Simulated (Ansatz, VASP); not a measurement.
## One calculation of Al12H2C, two programs

```
Al C H
1.0
     5.72757    0.00000    0.00000
     2.86378    4.96022    0.00000
     0.00000    0.00000   15.67654
Al C H
12 1 2
Direct
  0.16667 0.16667 0.06379
  0.66667 0.16667 0.06379
  0.16667 0.66667 0.06379
  0.66667 0.66667 0.06379
  0.83213 0.33487 0.20862
  0.33326 0.33345 0.21626
  0.83277 0.83282 0.20831
  0.33473 0.83216 0.20855
  0.00020 0.00050 0.34772
  0.49173 0.01727 0.36221
  0.01668 0.49228 0.36211
  0.49222 0.49252 0.36212
  0.66696 0.66736 0.42039
  0.33395 0.33452 0.43127
  0.66684 0.66712 0.49077
```

Alike in both runs: functional PBEsol; k mesh 3 × 3 × 1; occupations gaussian, width 0.1 eV; no spin polarisation.

Ansatz relaxed the structure, and its values are those at the end. VASP's run is a single point on that final structure, the one shown.

|  | VASP | Ansatz |
| --- | --- | --- |
| version | VASP 6.6.1 | Ansatz 0.2.0 |
| potentials or method | VASP PAW PBE potentials, release 64 (Al, C, H) | scalar-relativistic, plane waves, PAW |
| plane-wave cutoff (eV) | 520 | 420 |
| valence electrons in the cell | 42 | 42 |

```tsv
	VASP	Ansatz	Ansatz less VASP
rms of the force components (eV/Å)	0.044	0.044	-0.0006
```

Ansatz warned: «xc_potential_rough_in_thin_density».

Caveats: the k mesh is coarse (spacing up to 0.42 Å⁻¹), so the values aren't converged; the PAW data sets were made with another functional, which shifts forces and pressure a little (VASP).
